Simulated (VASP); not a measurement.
Data:

```yaml
crystal:
  lattice:
    - [-1.56169, 1.56169, 1.56169]
    - [1.56169, -1.56169, 1.56169]
    - [1.56169, 1.56169, -1.56169]
  atoms:
    - { symbol: W, position: [0.00000, 0.00000, 0.00000] }
```

Computed with PBE GGA, VASP's PBE PAW potentials (set 64) (plane waves; VASP). Settings: 480 eV cut-off, 14×14×14 Γ-centred mesh, first-order Methfessel-Paxton smearing of 0.10 eV, potentials W_sv.

Q: Give the stress tensor in GPa (positive for a compressed cell).

A: 
```
20.69   0.00   0.00
 0.00  20.69   0.00
 0.00   0.00  20.69
```
The pressure is its mean diagonal, 20.69 GPa.

The compound is W in the bcc structure. This cell was strained or had an atom moved on purpose.
